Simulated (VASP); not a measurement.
An input for Ansatz (written as the equivalent of a VASP run, and not itself run):

Ansatz 0.2 input:
```yaml
crystal:
  lattice:
    - [4.5243242, 0.0000000, 0.0000000]
    - [0.0000000, 4.5243242, 0.0000000]
    - [0.0000000, 0.0000000, 6.3393405]
  atoms:
    - { symbol: Mg, position: [0.5000000, 0.5000000, 0.5000000] }
    - { symbol: Cd, position: [0.0000000, 0.0000000, 0.0000000] }
    - { symbol: Te, position: [0.0000000, 0.5000000, 0.2543088] }
    - { symbol: Te, position: [0.5000000, 0.0000000, 0.7456912] }
kpoints:
  mp_grid: { grid: [6, 6, 4] }
hamiltonian:
  xc: lda
  pseudopotentials: { kind: paw }
scf:
  occupations: { method: tetrahedron }
  max_iter: 100
output: { forces: true, stress: true, eigenvalues: true }
```

Question: Translate this input to VASP (INCAR, KPOINTS, POSCAR, choice of POTCAR).

Answer: Several could match; the one computed here: 
### INCAR
```
! general
SYSTEM   =  MgCdTe2
PREC     =  Accurate
ENCUT    =  400
LREAL    =  .FALSE.
LASPH    =  .TRUE.

! electronic loop
EDIFF    =  1E-7
NELM     =  100
ALGO     =  Normal
LMAXMIX  =  4

! smearing
ISMEAR   =  -5

! ions
ISIF     =  2

! output
LWAVE    =  .FALSE.
LCHARG   =  .TRUE.
LORBIT   =  11
NEDOS    =  601

! other
LEFG     =  .TRUE.
```

POSCAR:
```
MgCdTe2
1
    4.5243241576     0.0000000000    -0.0000000000
    0.0000000000     4.5243241576     0.0000000000
    0.0000000000     0.0000000000     6.3393405180
Mg Cd Te
1 1 2
Direct
  0.5000000000   0.5000000000   0.5000000000
  0.0000000000   0.0000000000   0.0000000000
  0.0000000000   0.5000000000   0.2543088410
  0.5000000000   0.0000000000   0.7456911590
```

**KPOINTS**
```
K-points
0
Gamma
 6 6 4
0 0 0
```

POTCAR, in this order: Mg Cd Te (LDA.64 set). Program: vasp_std.

Limits of the translation: each code has its own PAW files, so the cut-off isn't converted (ENCUT is set for VASP's; basis.ecutwfc is left out, and Ansatz then takes the one that its files recommend); Ansatz stops its SCF on the density residual and VASP on the energy change (EDIFF); Ansatz's lda is the Perdew-Wang form, while the LDA potentials of VASP carry Perdew-Zunger's; the field gradients of LEFG aren't asked of the other code.

The structure comes from a computed database's MgCdTe2 entry (P-4m2); how it stands against other phases isn't given here. It was relaxed first, which changed the volume by -6 %.
